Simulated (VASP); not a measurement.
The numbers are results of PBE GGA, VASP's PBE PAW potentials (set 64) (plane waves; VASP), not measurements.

The input files of a VASP run:

### INCAR
```
# general
SYSTEM  =  MgS
PREC    =  Accurate
ENCUT   =  300
LREAL   =  F
LASPH   =  T

# electronic loop
EDIFF   =  1E-6
NELM    =  100
ALGO    =  Normal

# smearing
ISMEAR  =  -1
SIGMA   =  0.02

# functional
GGA     =  PE

# ions
ISIF    =  2

# output
LWAVE   =  F
LCHARG  =  F
```

POSCAR:
```
MgS
3.6300880
  0.0000000000   0.7071068250   0.7071068250
  0.7071068250   0.0000000000   0.7071068250
  0.7071068250   0.7071068250   0.0000000000
Mg S
1 1
Cart
  0.0000000000   0.0000000000   0.0000000000
  0.7071068250   0.7071068250   0.7071068250
```

### KPOINTS
```
Automatic mesh
0
Gamma
7 7 7
0 0 0
```

POTCAR, in this order: Mg S (PBE.64 set). Program: vasp_std.

The run wrote:

**OSZICAR**
```
       N       E                     dE             d eps       ncg     rms          rms(c)
DAV:   1     0.136350614597E+02    0.13635E+02   -0.28101E+03   344   0.498E+02
DAV:   2    -0.830557967126E+01   -0.21941E+02   -0.21225E+02   432   0.919E+01
DAV:   3    -0.886399856156E+01   -0.55842E+00   -0.55842E+00   424   0.187E+01
DAV:   4    -0.886569342904E+01   -0.16949E-02   -0.16949E-02   488   0.108E+00
DAV:   5    -0.886569442001E+01   -0.99097E-06   -0.99103E-06   432   0.263E-02    0.465E+00
DAV:   6    -0.851608071984E+01    0.34961E+00   -0.87733E-01   336   0.471E+00    0.369E+00
DAV:   7    -0.847595848196E+01    0.40122E-01   -0.23757E-01   400   0.262E+00    0.236E+00
DAV:   8    -0.847635018935E+01   -0.39171E-03   -0.11847E-02   392   0.910E-01    0.828E-01
DAV:   9    -0.847622867909E+01    0.12151E-03   -0.39084E-04   392   0.161E-01    0.256E-01
DAV:  10    -0.847626800629E+01   -0.39327E-04   -0.12269E-04   432   0.741E-02    0.186E-02
DAV:  11    -0.847626518634E+01    0.28199E-05   -0.19016E-05   384   0.226E-02    0.101E-02
DAV:  12    -0.847626514000E+01    0.46344E-07   -0.34146E-07   192   0.513E-03
   1 F= -.84762651E+01 E0= -.84762651E+01  d E =-.144828E-10
```

### OUTCAR
```
------------------------ aborting loop because EDIFF is reached ----------------------------------------
  FORCE on cell =-STRESS in cart. coord.  units (eV):
  Direction    XX          YY          ZZ          XY          YZ          ZX
  --------------------------------------------------------------------------------------
  Total        0.8744146      0.8744146      0.8744146      0.0000000      0.0000000      0.0000000
  in kB       41.4182197     41.4182197     41.4182197      0.0000000      0.0000000      0.0000000
  external PRESSURE =      41.4182197 kB  Pullay stress =       0.0000000 kB
  volume of cell :       33.82
      direct lattice vectors                 reciprocal lattice vectors
     0.000000000  2.566860000  2.566860000    -0.194790522  0.194790522  0.194790522
     2.566860000  0.000000000  2.566860000     0.194790522 -0.194790522  0.194790522
     2.566860000  2.566860000  0.000000000     0.194790522  0.194790522 -0.194790522
 POSITION                                       TOTAL-FORCE (eV/Angst)
 -----------------------------------------------------------------------------------
      0.00000      0.00000      0.00000        -0.000000      0.000000      0.000000
      2.56686      2.56686      2.56686         0.000000     -0.000000     -0.000000
 -----------------------------------------------------------------------------------
    total drift:                               -0.000000     -0.000000      0.000000
  FREE ENERGIE OF THE ION-ELECTRON SYSTEM (eV)
  ---------------------------------------------------
  free  energy   TOTEN  =        -8.4762651400 eV

  energy  without entropy=       -8.4762651400  energy(sigma->0) =       -8.47626514
```
(Selected blocks of OUTCAR.)

The structure comes from a computed database's MgS entry; how it stands against other phases isn't given here. The cell was not relaxed at this level, and its volume differs by -5.9 % from the start's.
